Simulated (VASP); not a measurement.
Input:

```
CELL_PARAMETERS angstrom
      1.62503    -2.81463     0.00000
      1.62503     2.81463     0.00000
      0.00000     0.00000    12.76838
ATOMIC_POSITIONS crystal
  Mo 0.33333 0.66667 0.25000
  Mo 0.66667 0.33333 0.75000
  Se 0.33333 0.66667 0.88014
  Se 0.66667 0.33333 0.38014
  Se 0.66667 0.33333 0.11986
  Se 0.33333 0.66667 0.61986
```

The numbers are results of LDA (Ceperley-Alder, Perdew-Zunger), VASP's LDA PAW potentials (set 64) (plane waves; VASP 6.6.1), not measurements. Numerical set-up: 520 eV cut-off, 9×9×2 Γ-centred mesh, tetrahedra with Blöchl corrections, potentials Mo_sv Se.

The cores are frozen, which limits the accuracy of field gradients.

Question: Give the principal components of the electric field gradient (V/Å²) and the asymmetry η at each nucleus.

Answer: 
| atom | Vxx | Vyy | Vzz | η |
|---|---|---|---|---|
| Mo1 | 37.0 | 37.0 | -74.0 | 0.00 |
| Mo2 | 37.0 | 37.0 | -74.0 | 0.00 |
| Se3 | 47.4 | 47.4 | -94.9 | 0.00 |
| Se4 | 47.4 | 47.4 | -94.9 | 0.00 |
| Se5 | 47.4 | 47.4 | -94.9 | 0.00 |
| Se6 | 47.4 | 47.4 | -94.9 | 0.00 |

The compound is MoSe2 in the 2H layered structure. It was relaxed first.
